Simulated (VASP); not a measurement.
Level of theory: PBE GGA, VASP's PBE PAW potentials (set 64) (plane waves; VASP).

VASP ran on this input.

**INCAR**
```
ALGO=Normal
EDIFF=1E-6
EDIFFG=-0.02
ENCUT=400
GGA=PE
IBRION=2
ISIF=3
ISMEAR=0
LASPH=.TRUE.
LCHARG=.FALSE.
LMAXMIX=4
LREAL=.FALSE.
LWAVE=.FALSE.
NELM=100
NSW=60
PREC=Accurate
SIGMA=0.05
SYSTEM=Bi2Te3
```

File KPOINTS:
```
Automatic mesh
0
Gamma
5 5 5
0 0 0
```

File POSCAR:
```
Bi2Te3
1.0
 10.7107845712  -2.2211024927   0.0402644908
 10.7107845712   2.2211024927   0.0402644908
 10.2358408174   0.0000000000   3.8578974950
Bi Te
2 3
direct
  0.3975819003   0.3975819003   0.3975819003
  0.6024180997   0.6024180997   0.6024180997
  0.0000000000   0.0000000000   0.0000000000
  0.2149949670   0.2149949670   0.2149949670
  0.7850050330   0.7850050330   0.7850050330
```

POTCAR, in this order: Bi_d Te (PBE.64 set). Program: vasp_std.

The run wrote:

**OSZICAR**
```
       N       E                     dE             d eps       ncg     rms          rms(c)
DAV:   1     0.386864731436E+03    0.38686E+03   -0.19037E+04  1088   0.133E+03
DAV:   2     0.194793339117E+02   -0.36739E+03   -0.35876E+03  1212   0.361E+02
DAV:   3    -0.172857579308E+02   -0.36765E+02   -0.35555E+02  1376   0.131E+02
DAV:   4    -0.186598874140E+02   -0.13741E+01   -0.13649E+01  1236   0.273E+01
DAV:   5    -0.187292663719E+02   -0.69379E-01   -0.69336E-01  1512   0.581E+00    0.654E+00
DAV:   6    -0.183876536996E+02    0.34161E+00   -0.84931E-01  1216   0.569E+00    0.519E+00
DAV:   7    -0.183976275005E+02   -0.99738E-02   -0.29598E-01  1372   0.232E+00    0.165E+00
DAV:   8    -0.184020186063E+02   -0.43911E-02   -0.29003E-02  1216   0.104E+00    0.672E-01
DAV:   9    -0.184021255671E+02   -0.10696E-03   -0.29612E-03  1332   0.428E-01    0.290E-01
DAV:  10    -0.184024441768E+02   -0.31861E-03   -0.17018E-03  1416   0.182E-01    0.642E-02
DAV:  11    -0.184024776849E+02   -0.33508E-04   -0.12766E-04  1252   0.612E-02    0.459E-02
DAV:  12    -0.184024848274E+02   -0.71425E-05   -0.38067E-05  1056   0.295E-02    0.125E-02
DAV:  13    -0.184024868605E+02   -0.20331E-05   -0.60405E-06  1024   0.166E-02    0.515E-03
DAV:  14    -0.184024871900E+02   -0.32952E-06   -0.57762E-07   752   0.527E-03
   1 F= -.18402487E+02 E0= -.18402487E+02  d E =-.184025E+02
```

### OUTCAR
```
------------------------ aborting loop because EDIFF is reached ----------------------------------------
  FORCE on cell =-STRESS in cart. coord.  units (eV):
  Direction    XX          YY          ZZ          XY          YZ          ZX
  --------------------------------------------------------------------------------------
  Total        0.0392756      0.0175021      0.0178391      0.0000000      0.0000000      0.0027088
  in kB        0.3462711      0.1543066      0.1572777      0.0000000      0.0000000      0.0238818
  external PRESSURE =       0.2192852 kB  Pullay stress =       0.0000000 kB
  volume of cell :      181.73
      direct lattice vectors                 reciprocal lattice vectors
    10.710784571 -2.221102493  0.040264491     0.047152222 -0.225113430 -0.125105097
    10.710784571  2.221102493  0.040264491     0.047152222  0.225113430 -0.125105097
    10.235840817  0.000000000  3.857897495    -0.000984246  0.000000000  0.261819965
 POSITION                                       TOTAL-FORCE (eV/Angst)
 -----------------------------------------------------------------------------------
     12.58641      0.00000      1.56585        -0.013545      0.000000     -0.001685
     19.07100      0.00000      2.37258         0.013545      0.000000      0.001685
      0.00000      0.00000      0.00000        -0.000000     -0.000000      0.000000
      6.80618      0.00000      0.84674        -0.005039      0.000000     -0.000627
     24.85123      0.00000      3.09168         0.005039      0.000000      0.000627
 -----------------------------------------------------------------------------------
    total drift:                                0.000000      0.000000      0.000000
  FREE ENERGIE OF THE ION-ELECTRON SYSTEM (eV)
  ---------------------------------------------------
  free  energy   TOTEN  =       -18.4024871900 eV

  energy  without entropy=      -18.4024871900  energy(sigma->0) =      -18.40248719

 reached required accuracy - stopping structural energy minimisation
```
(Selected blocks of OUTCAR.)

**OUTCAR**
```
 val. band max:        5.1553560708   @ k =   0.0000   0.0000   0.0000

 cond. band min:       5.6509253454   @ k =   0.0000   0.0000   0.0000


 Fermi energy:         5.3729708369

 k-point     1 :       0.0000    0.0000    0.0000
  band No.  band energies     occupation
      1     -17.8078      2.00000
      2     -17.8078      2.00000
      3     -17.8066      2.00000
      4     -17.8066      2.00000
      5     -17.8024      2.00000
      6     -17.8013      2.00000
      7     -17.7983      2.00000
      8     -17.7983      2.00000
      9     -17.7970      2.00000
     10     -17.7970      2.00000
     11      -7.6746      2.00000
     12      -7.1085      2.00000
     13      -5.6533      2.00000
     14      -3.5973      2.00000
     15      -2.9137      2.00000
     16       3.2957      2.00000
     17       3.3817      2.00000
     18       3.7076      2.00000
     19       3.7076      2.00000
     20       3.8442      2.00000
     21       3.8442      2.00000
     22       4.5312      2.00000
     23       4.5312      2.00000
     24       5.1554      2.00000
     25       5.6509      0.00000
     26       6.2091      0.00000
     27       6.2091      0.00000
     28       7.1990      0.00000

 k-point     2 :       0.2000   -0.0000    0.0000
  band No.  band energies     occupation
      1     -17.8103      2.00000
      2     -17.8088      2.00000
      3     -17.8046      2.00000
      4     -17.8035      2.00000
      5     -17.8012      2.00000
      6     -17.7995      2.00000
      7     -17.7992      2.00000
      8     -17.7980      2.00000
      9     -17.7978      2.00000
     10     -17.7965      2.00000
     11      -7.3458      2.00000
     12      -6.8216      2.00000
     13      -5.4601      2.00000
     14      -3.8508      2.00000
     15      -3.3055      2.00000
     16       2.0070      2.00000
     17       2.3119      2.00000
     18       2.7500      2.00000
     19       2.9751      2.00000
     20       3.5060      2.00000
...
```

Without a dispersion term in the relaxation, distances and binding between the weakly bound layers, chains or molecules are unreliable, and so is what depends on them. Unless said otherwise, spin-orbit coupling is left out, though it shifts the bands of the heavy elements here.

The compound is Bi2Te3 in the tetradymite structure. It was relaxed first, which changed the volume by +8 %. The start is the result of an earlier pass.
